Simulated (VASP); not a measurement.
```
CELL_PARAMETERS angstrom
      3.92815     0.00000     0.00000
      0.00000     3.92815     0.00000
      0.00000     0.00000     3.92815
ATOMIC_POSITIONS crystal
  Sr 0.00000 0.00000 0.00000
  Ti 0.50000 0.50000 0.50000
  O  0.50000 0.00000 0.50000
  O  0.00000 0.50000 0.50000
  O  0.50000 0.50000 0.00000
```

These are revTPSS meta-GGA, VASP's PBE PAW potentials (set 64) (plane waves; VASP 6.6.1) values and carry that method's errors. Settings: 520 eV cut-off, 6×6×6 Γ-centred mesh, tetrahedra with Blöchl corrections, potentials Sr_sv Ti_sv O.

The cores are frozen, which limits the accuracy of field gradients.

Question: Give the principal components of the electric field gradient (V/Å²) and the asymmetry η at each nucleus.

Answer: 
| atom | Vxx | Vyy | Vzz | η |
|---|---|---|---|---|
| Sr1 | 0.0 | 0.0 | 0.0 | - |
| Ti2 | 0.0 | 0.0 | 0.0 | - |
| O3 | -4.2 | -4.2 | 8.4 | 0.00 |
| O4 | -4.2 | -4.2 | 8.4 | 0.00 |
| O5 | -4.2 | -4.2 | 8.4 | 0.00 |

The compound is SrTiO3 in the cubic perovskite structure, the ideal cubic form; the compound distorts at low or room temperature. It was relaxed first.
